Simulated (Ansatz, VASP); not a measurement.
# Cross-check of ZnWO4 between VASP and Ansatz, part 2 of 2

Aim: how closely do two programs agree when they are given the same cell, functional and k mesh? The cell is taken from a series of runs on this material, whose earlier steps may have relaxed, scaled, displaced or heated it; both programs get it as it stands.

VASP 6.6.1 and Ansatz 0.2.0.

So far: The starting structure; VASP: zone-centre phonons, LDA.

### Step 2. VASP: zone-centre phonons, LDA (continued)

Level of this step: LDA, no spin polarisation; plane waves and PAW (Zn, W, O) (VASP).

OUTCAR, selected parts (step 2):

```text
ion  position               nearest neighbor table
   1  0.500  0.672  0.250-   7 2.00   8 2.00  11 2.03  12 2.03   9 2.10  10 2.10
   2  0.500  0.328  0.750-   5 2.00   6 2.00   9 2.03  10 2.03  11 2.10  12 2.10
   3  0.000  0.182  0.250-   9 1.79  10 1.79   5 1.90   6 1.90   7 2.09   8 2.09   4 3.16   4 3.16

  LATTYP: Found a simple monoclinic cell.
 ALAT       =     4.6025264966
 B/A-ratio  =     1.2077028342
 C/A-ratio  =     1.0571409848
 COS(beta)  =    -0.0071377635

 Subroutine GETGRP returns: Found  4 space group operations
 (whereof  2 operations were pure point group operations)

The static configuration has the point symmetry S_2 .
 The point group associated with its full space group is C_2h.

 Found     20 irreducible k-points:

   k-points           NKPTS =     20   k-points in BZ     NKDIM =     20   number of bands    NBANDS=     54

   dimension x,y,z NGX =    40 NGY =   48 NGZ =   40
   dimension x,y,z NGXF=    80 NGYF=   96 NGZF=   80

   ENCUT  =  600.0 eV  44.10 Ry    6.64 a.u.   9.19 11.10  9.72*2*pi/ulx,y,z

   NELECT =      84.0000    total number of electrons

 k-points in reciprocal lattice and weights: Automatic mesh
   0.00000000  0.00000000  0.00000000       0.031
   0.25000000  0.00000000  0.00000000       0.062
   0.50000000  0.00000000  0.00000000       0.031
   0.00000000  0.50000000  0.00000000       0.031
   0.25000000  0.50000000  0.00000000       0.062
   0.50000000  0.50000000  0.00000000       0.031
   0.00000000  0.00000000  0.25000000       0.062
   0.25000000  0.00000000  0.25000000       0.062
   0.50000000  0.00000000  0.25000000       0.062
[...]
0.25000000  0.50000000  0.50000000       0.062
   0.50000000  0.50000000  0.50000000       0.031

 average (electrostatic) potential at core
       1 -35.0996       2 -35.0996       3 -44.0203       4 -44.0203       5 -72.5718
       6 -72.5718       7 -72.5718       8 -72.5718       9 -72.7728      10 -72.7728
      11 -72.7728      12 -72.7728

  Total        2.4451671      3.7653155      3.1386288      0.0000000      0.0000000     -0.3470047
  in kB       31.4737362     48.4664410     40.3998459      0.0000000      0.0000000     -4.4665803
  external PRESSURE =      40.1133411 kB  Pullay stress =       0.0000000 kB

  energy-cutoff  :      600.00
  volume of cell :      124.47
      direct lattice vectors                 reciprocal lattice vectors
     4.602519306  0.000000000  0.008135490     0.217268889  0.000000000  0.001934926
     0.000000000  5.558484294  0.000000000     0.000000000  0.179905159  0.000000000
    -0.043329013  0.000000000  4.865326460    -0.000363303  0.000000000  0.205532818

 POSITION                                       TOTAL-FORCE (eV/Angst)
 -----------------------------------------------------------------------------------
      2.29043      3.73588      1.22040        -0.000000      0.136255     -0.000000
[...]
Eigenvectors and eigenvalues of the dynamical matrix
 ----------------------------------------------------

   1 f  =   27.020846 THz   169.776984 2PiTHz  901.318413 cm-1   111.749191 meV
             X         Y         Z           dx          dy          dz
      2.290427  3.735878  1.220399    -0.000000    0.013671   -0.000000
      2.268763  1.822607  3.653063    -0.000000   -0.013671   -0.000000
     -0.010832  1.009125  1.216332     0.000000   -0.118287   -0.000000
     -0.032497  4.549360  3.648995     0.000000    0.118287    0.000000
      0.971845  0.590052  4.542130     0.100418    0.071688   -0.045278
      3.565680  0.590052  2.763995    -0.100418    0.071688    0.045278
      3.587345  4.968432  0.331332    -0.100418   -0.071688    0.045278
      0.993510  4.968432  2.109467     0.100418   -0.071688   -0.045278
      1.176056  2.121756  1.972649     0.326541    0.295602    0.177842
      3.404799  2.121756  0.468150    -0.326541    0.295602   -0.177842
      3.383134  3.436729  2.900813    -0.326541   -0.295602   -0.177842
      1.154392  3.436729  4.405312     0.326541   -0.295602    0.177842

   2 f  =   25.921653 THz   162.870546 2PiTHz  864.653258 cm-1   107.203293 meV
             X         Y         Z           dx          dy          dz
      2.290427  3.735878  1.220399    -0.000000    0.006929   -0.000000
      2.268763  1.822607  3.653063    -0.000000    0.006929   -0.000000
     -0.010832  1.009125  1.216332    -0.000000    0.043487   -0.000000
     -0.032497  4.549360  3.648995     0.000000    0.043487    0.000000
      0.971845  0.590052  4.542130    -0.091502    0.147799    0.273251
      3.565680  0.590052  2.763995     0.091502    0.147799   -0.273251
      3.587345  4.968432  0.331332    -0.091502    0.147799    0.273251
      0.993510  4.968432  2.109467     0.091502    0.147799   -0.273251
      1.176056  2.121756  1.972649    -0.249672   -0.228497   -0.172047
      3.404799  2.121756  0.468150     0.249672   -0.228497    0.172047
      3.383134  3.436729  2.900813    -0.249672   -0.228497   -0.172047
      1.154392  3.436729  4.405312     0.249672   -0.228497    0.172047

   3 f  =   23.829224 THz   149.723432 2PiTHz  794.857364 cm-1    98.549709 meV
             X         Y         Z           dx          dy          dz
      2.290427  3.735878  1.220399     0.004048   -0.000000   -0.010494
      2.268763  1.822607  3.653063    -0.004048    0.000000    0.010494
     -0.010832  1.009125  1.216332    -0.132288    0.000000   -0.143811
     -0.032497  4.549360  3.648995     0.132288   -0.000000    0.143811
      0.971845  0.590052  4.542130    -0.078372   -0.013026    0.075945
      3.565680  0.590052  2.763995    -0.078372    0.013026    0.075945
      3.587345  4.968432  0.331332     0.078372    0.013026   -0.075945
      0.993510  4.968432  2.109467     0.078372   -0.013026   -0.075945
      1.176056  2.121756  1.972649     0.307834    0.269388    0.226791
      3.404799  2.121756  0.468150     0.307834   -0.269388    0.226791
      3.383134  3.436729  2.900813    -0.307834   -0.269388   -0.226791
      1.154392  3.436729  4.405312    -0.307834    0.269388   -0.226791

   4 f  =   22.641419 THz   142.260232 2PiTHz  755.236448 cm-1    93.637343 meV
             X         Y         Z           dx          dy          dz
      2.290427  3.735878  1.220399    -0.026709   -0.000000    0.002998
      2.268763  1.822607  3.653063    -0.026709   -0.000000    0.002998
     -0.010832  1.009125  1.216332     0.208603    0.000000    0.079175
     -0.032497  4.549360  3.648995     0.208603    0.000000    0.079175
      0.971845  0.590052  4.542130    -0.024964    0.011497    0.071886
      3.565680  0.590052  2.763995    -0.024964   -0.011497    0.071886
      3.587345  4.968432  0.331332    -0.024964    0.011497    0.071886
      0.993510  4.968432  2.109467    -0.024964   -0.011497    0.071886
      1.176056  2.121756  1.972649    -0.301701   -0.289860   -0.209241
      3.404799  2.121756  0.468150    -0.301701    0.289860   -0.209241
      3.383134  3.436729  2.900813    -0.301701   -0.289860   -0.209241
      1.154392  3.436729  4.405312    -0.301701    0.289860   -0.209241

   5 f  =   21.822610 THz   137.115504 2PiTHz  727.923921 cm-1    90.251023 meV
             X         Y         Z           dx          dy          dz
      2.290427  3.735878  1.220399    -0.000000    0.003654    0.000000
      2.268763  1.822607  3.653063     0.000000   -0.003654   -0.000000
     -0.010832  1.009125  1.216332     0.000000    0.123479   -0.000000
     -0.032497  4.549360  3.648995    -0.000000   -0.123479    0.000000
      0.971845  0.590052  4.542130     0.350175   -0.015821   -0.331605
      3.565680  0.590052  2.763995    -0.350175   -0.015821    0.331605
      3.587345  4.968432  0.331332    -0.350175    0.015821    0.331605
      0.993510  4.968432  2.109467     0.350175    0.015821   -0.331605
      1.176056  2.121756  1.972649    -0.044522   -0.086383   -0.009519
      3.404799  2.121756  0.468150     0.044522   -0.086383    0.009519
      3.383134  3.436729  2.900813     0.044522    0.086383    0.009519
      1.154392  3.436729  4.405312    -0.044522    0.086383   -0.009519

   6 f  =   20.475136 THz   128.649076 2PiTHz  682.977033 cm-1    84.678322 meV
             X         Y         Z           dx          dy          dz
      2.290427  3.735878  1.220399     0.035849    0.000000   -0.021192
      2.268763  1.822607  3.653063    -0.035849    0.000000    0.021192
     -0.010832  1.009125  1.216332    -0.076557    0.000000    0.091544
     -0.032497  4.549360  3.648995     0.076557   -0.000000   -0.091544
      0.971845  0.590052  4.542130     0.343376    0.137234   -0.301492
      3.565680  0.590052  2.763995     0.343376   -0.137234   -0.301492
      3.587345  4.968432  0.331332    -0.343376   -0.137234    0.301492
      0.993510  4.968432  2.109467    -0.343376    0.137234    0.301492
      1.176056  2.121756  1.972649     0.059372    0.053296    0.089493
      3.404799  2.121756  0.468150     0.059372   -0.053296    0.089493
      3.383134  3.436729  2.900813    -0.059372   -0.053296   -0.089493
      1.154392  3.436729  4.405312    -0.059372    0.053296   -0.089493

   7 f  =   20.230393 THz   127.111310 2PiTHz  674.813283 cm-1    83.666146 meV
             X         Y         Z           dx          dy          dz
      2.290427  3.735878  1.220399    -0.000000    0.017107    0.000000
      2.268763  1.822607  3.653063     0.000000    0.017107    0.000000
     -0.010832  1.009125  1.216332     0.000000   -0.139067    0.000000
     -0.032497  4.549360  3.648995    -0.000000   -0.139067    0.000000
      0.971845  0.590052  4.542130    -0.181222    0.019789    0.343688
      3.565680  0.590052  2.763995     0.181222    0.019789   -0.343688
      3.587345  4.968432  0.331332    -0.181222    0.019789    0.343688
      0.993510  4.968432  2.109467     0.181222    0.019789   -0.343688
      1.176056  2.121756  1.972649     0.209282    0.198763    0.074323
      3.404799  2.121756  0.468150    -0.209282    0.198763   -0.074323
      3.383134  3.436729  2.900813     0.209282    0.198763    0.074323
      1.154392  3.436729  4.405312    -0.209282    0.198763   -0.074323

   8 f  =   17.020266 THz   106.941488 2PiTHz  567.734977 cm-1    70.390134 meV
             X         Y         Z           dx          dy          dz
      2.290427  3.735878  1.220399     0.007375    0.000000    0.004244
      2.268763  1.822607  3.653063     0.007375   -0.000000    0.004244
     -0.010832  1.009125  1.216332    -0.152703    0.000000    0.175345
     -0.032497  4.549360  3.648995    -0.152703   -0.000000    0.175345
      0.971845  0.590052  4.542130     0.316450   -0.091638   -0.319816
      3.565680  0.590052  2.763995     0.316450    0.091638   -0.319816
      3.587345  4.968432  0.331332     0.316450   -0.091638   -0.319816
      0.993510  4.968432  2.109467     0.316450    0.091638   -0.319816
      1.176056  2.121756  1.972649    -0.064889   -0.087028    0.018072
    [... 421 further lines ...]
      3.383134  3.436729  2.900813     0.107293   -0.000557    0.118503
      1.154392  3.436729  4.405312     0.107293    0.000557    0.118503

 ELASTIC MODULI CONTR FROM IONIC RELAXATION (kBar)
 Direction    XX          YY          ZZ          XY          YZ          ZX
 --------------------------------------------------------------------------------
 XX       -1384.8837   -800.5168   -755.3455     -0.0000     -0.0000   -164.3178
 YY        -800.5168  -1039.5953   -551.8702     -0.0000      0.0000   -435.8169
 ZZ        -755.3455   -551.8702  -1522.4020      0.0000      0.0000    679.9862
 XY          -0.0000      0.0000      0.0000  -1470.5516   -702.6043     -0.0000
 YZ          -0.0000      0.0000      0.0000   -702.6043   -636.1619     -0.0000
 ZX        -164.3178   -435.8169    679.9862     -0.0000     -0.0000  -1241.0018
 --------------------------------------------------------------------------------
```

This run has no spin polarisation, so a moment on W, if there is one, isn't seen. The gap is read on the k-mesh alone, so it is an upper bound where the band edges lie off the mesh. The data set W keeps the semicore shell frozen, which is cheaper and a little less accurate.

### Step 3. Ansatz: zone-centre phonons, LDA

Ansatz runs on its default PAW (the set named soft_2) files.

The same cell, functional (in two slightly different forms) and mesh now go to Ansatz.

File input.yaml:

```yaml
crystal:
  lattice:
    - [4.6025193064, 0.0, 0.0081354898]
    - [0.0, 5.5584842944, 0.0]
    - [-0.043329013, 0.0, 4.86532646]
  atoms:
    - { symbol: Zn, position: [0.5, 0.6721036806, 0.25] }
    - { symbol: Zn, position: [0.5, 0.3278963194, 0.75] }
    - { symbol: W, position: [0.0, 0.1815467312, 0.25] }
    - { symbol: W, position: [0.0, 0.8184532688, 0.75] }
    - { symbol: O, position: [0.2199404719, 0.1061533835, 0.93320366] }
    - { symbol: O, position: [0.7800595281, 0.1061533835, 0.56679634] }
    - { symbol: O, position: [0.7800595281, 0.8938466165, 0.06679634] }
    - { symbol: O, position: [0.2199404719, 0.8938466165, 0.43320366] }
    - { symbol: O, position: [0.2593373562, 0.3817147697, 0.4050167854] }
    - { symbol: O, position: [0.7406626438, 0.3817147697, 0.0949832146] }
    - { symbol: O, position: [0.7406626438, 0.6182852303, 0.5949832146] }
    - { symbol: O, position: [0.2593373562, 0.6182852303, 0.9050167854] }
kpoints:
  mp_grid: { grid: [4, 2, 4] }
hamiltonian:
  xc: lda
scf:
  occupations: { method: fixed }
output:
  eigenvalues: true
basis:
  ecutwfc: 260.0
phonons:
  method: dfpt
```

On the command line:

```bash
$ ansatz run input.yaml --threads 16 --pin off --max-ram 61440MiB --backend cuda --events-out ev --progress --plain --runs-dir out --max-vram 78GiB
```

Output:

```text
Warning: basis.ecutwfc = 260 eV is below the records' recommended 420 eV, and the density's cutoff is lower with it unless basis.ecutrho_ratio is high enough to keep the records' density cutoff: compare with a run at a higher cutoff
Engine: ansatz 0.2.0, aarch64-unknown-linux-gnu
Pseudopotentials: kind: paw
Pseudopotential: Zn, paw, valence charge 12, recommended cutoff 420 eV (normal), Zn.paw.azcp
Pseudopotential: W, paw, valence charge 14, recommended cutoff 420 eV (normal), W.paw.azcp
Pseudopotential: O, paw, valence charge 6, recommended cutoff 420 eV (normal), O.paw.azcp
Functional definition: SPW92
  exchange = slater_x
  correlation = pw_c
device memory: the entry about to start is reckoned to put 1.6 GiB on a device that reports 171.0 GiB free (of which the cap on the GPU budget leaves the run 78.0 GiB)
GPU FFT provider: cuFFT
GPU libraries: cuBLAS 13.8.1, cuFFT 12.4.0, cuSOLVER 12.3.2
[...]
Basis set: ecut = 260 eV, 1175 PW (Γ), exchange–correlation on 50×60×60 points (8 copies of the dense FFT grid, shifted against one another)
[...]
k-points: 20 of 32 (irreducible under 1 space group operation, time reversal used)
[...]
SCF 1 converged in 12 iterations: F = -31184.391050 eV  dr2 = 4.23e-11
[...]
SCF converged after 12 iterations
[...]
k-point 2: bands = ["-64.9775", "-64.9775", "-29.3377", "-29.3377", "-29.2234", "-29.2234", "-29.1392", "-29.1392", "-8.5680", "-8.5680", "-8.0101", "-8.0101", "-7.3606", "-7.3606", "-7.1862", "-7.1862", "2.6829", "2.6829", "3.2430", "3.2430", "3.6975", "3.6975", "4.0562", "4.0562", "4.2727", "4.2727", "4.7012", "4.7012", "4.7499", "4.7499", "5.4305", "5.4305", "5.7756", "5.7756", "5.8188", "5.8188", "6.4189", "6.4189", "7.0612", "7.0612", "7.3562", "7.3562", "7.9308", "7.9308", "8.4162", "8.4162", "8.6690", "8.6690", "9.1777", "9.1777", "12.6619", "12.6619", "13.0622", "13.0622", "13.5241",
  k-point 19: bands = ["-64.9777", "-64.9777", "-29.3406", "-29.3406", "-29.2330", "-29.2330", "-29.1387", "-29.1387", "-8.3601", "-8.3601", "-8.0214", "-8.0214", "-7.5245", "-7.5245", "-7.2537", "-7.2537", "2.8906", "2.8906", "3.2893", "3.2893", "3.4912", "3.4912", "3.7581", "3.7581", "4.5551", "4.5551", "4.6461", "4.6461", "4.7709", "4.7709", "5.1944", "5.1944", "5.8433", "5.8433", "6.2773", "6.2773", "6.4592", "6.4592", "7.1679", "7.1679", "7.3779", "7.3779", "7.9607", "7.9607", "8.2080", "8.2080", "8.3028", "8.3028", "8.8414", "8.8414", "12.8769", "12.8769", "13.2425", "13.2425", "13.6679"
--- Phonons (Γ-DFPT): 12 representative perturbations + reference (Σ response iterations 72) ---
  ASR residual: 1.395e-4 → 0.000e0 eV/Å²; symmetrization residual: 9.579e-11 eV/Å²
  ASR residual per site (eV/Å²): 5.49e-5 5.49e-5 6.75e-5 6.75e-5 1.19e-4 1.19e-4 1.19e-4 1.19e-4 1.40e-4 1.40e-4 1.40e-4 1.40e-4
  Γ frequencies (cm⁻¹): 0.00 0.00 0.00 100.58 126.61 149.95 167.63 184.51 188.29 198.94 208.53 227.12 235.91 263.67 293.56 298.01 309.83 321.43 323.38 354.66 361.96 408.56 414.20 463.01 498.93 532.75 545.06 568.04 588.78 696.10 705.07 740.37 777.36 822.09 880.09 924.72
  non-analytic LO–TO correction: not included (Born effective charges unavailable; polar crystals: no LO–TO splitting at Γ)
```

### Step 4. Differences

Known differences besides the potentials themselves: the two LDA forms differ slightly; fixed occupations in Ansatz, narrow Gaussian smearing in VASP; the data sets hold 100 valence electrons in Ansatz (on its default PAW (the set named soft_2) files) and 84 in VASP; the cutoff is 260 eV in Ansatz and 600 eV in VASP; VASP's log shows a relativistic correction to its local exchange, Ansatz's none; Ansatz's log warns that its cutoff lies below the recommended one. Total energies have different zeros and are not compared.

Compared:

| quantity | Ansatz | VASP | difference |
| --- | --- | --- | --- |
| optical mode 1 (cm⁻¹) | 100.6 | 100.3 | +0.26 % |
| optical mode 2 (cm⁻¹) | 126.6 | 126.1 | +0.43 % |
| optical mode 3 (cm⁻¹) | 149.9 | 153.8 | -2.52 % |
| optical mode 4 (cm⁻¹) | 167.6 | 156.4 | +7.20 % |
| optical mode 5 (cm⁻¹) | 184.5 | 173.9 | +6.12 % |
| optical mode 6 (cm⁻¹) | 188.3 | 184.7 | +1.93 % |
| optical mode 7 (cm⁻¹) | 198.9 | 190.5 | +4.42 % |
| optical mode 8 (cm⁻¹) | 208.5 | 191.6 | +8.83 % |
| optical mode 9 (cm⁻¹) | 227.1 | 219.9 | +3.26 % |
| optical mode 10 (cm⁻¹) | 235.9 | 234.0 | +0.82 % |
| optical mode 11 (cm⁻¹) | 263.7 | 270.5 | -2.53 % |
| optical mode 12 (cm⁻¹) | 293.6 | 278.8 | +5.30 % |
| optical mode 13 (cm⁻¹) | 298.0 | 286.9 | +3.87 % |
| optical mode 14 (cm⁻¹) | 309.8 | 290.1 | +6.82 % |
| optical mode 15 (cm⁻¹) | 321.4 | 313.4 | +2.56 % |
| optical mode 16 (cm⁻¹) | 323.4 | 314.5 | +2.81 % |
| optical mode 17 (cm⁻¹) | 354.7 | 339.8 | +4.36 % |
| optical mode 18 (cm⁻¹) | 362.0 | 344.5 | +5.08 % |
| optical mode 19 (cm⁻¹) | 408.6 | 386.9 | +5.59 % |
| optical mode 20 (cm⁻¹) | 414.2 | 403.3 | +2.70 % |
| optical mode 21 (cm⁻¹) | 463.0 | 447.4 | +3.48 % |
| optical mode 22 (cm⁻¹) | 498.9 | 491.4 | +1.53 % |
| optical mode 23 (cm⁻¹) | 532.8 | 533.5 | -0.13 % |
| optical mode 24 (cm⁻¹) | 545.1 | 539.2 | +1.09 % |
| optical mode 25 (cm⁻¹) | 568.0 | 565.0 | +0.55 % |
| optical mode 26 (cm⁻¹) | 588.8 | 567.7 | +3.71 % |

Modes are paired by rising frequency, not by their patterns, so a pair may set unlike modes beside each other; they are those without the splitting of longitudinal modes.

### Step 5. Further runs

Further runs change the set-up of one program: Ansatz's method, potentials or start, or VASP's data sets, cutoff or form of LDA. The table gives Ansatz less VASP for each quantity, since a change that brings one quantity closer may part another.

```
                                   run  optical mode 1 (%)  optical mode 2 (%)  optical mode 3 (%)  optical mode 4 (%)  optical mode 5 (%)  optical mode 6 (%)
                              as above                0.26                0.43                -2.5                 7.2                 6.1                 1.9
VASP with the data sets Zn, W_sv and O                -1.7                0.44                -2.3                 7.0                 5.7                 1.8
```

### Step 6. Results

```
r.m.s. difference of the optical zone-centre modes, each program's sorted by frequency (zone-centre phonons, LDA) : 14 cm⁻¹
difference in optical mode 8 (zone-centre phonons, LDA)                                                           : +8.8 %
```

In words: The r.m.s. difference of the optical zone-centre modes, each program's sorted by frequency is 14 cm⁻¹ (zone-centre phonons, LDA). The data sets hold unlike numbers of valence electrons (100 in Ansatz and 84 in VASP), so part of the differences comes from the potentials. Among the rows given in per cent, the largest difference of the zone-centre phonons, LDA pair is in optical mode 8, +8.8 %. Zone-centre phonons, LDA, VASP with the data sets Zn, W_sv and O: the difference in optical mode 1 goes from 0.26 to -1.7 %. How closely two codes agree says nothing of how well the functional describes the real material.

[Lines on the potential files, build, host, timing and source positions are cut from VASP's logs without a mark.]

[Logs are printed without paths, hosts, clocks, repeated set-up lines and the standing remarks that a program may print on its own settings, such as how far it seeks lower states.]

[Hosts, paths, dates, database ids (printed as entryN), source tags and the programs' standing remarks are cut or masked in the printed files.]
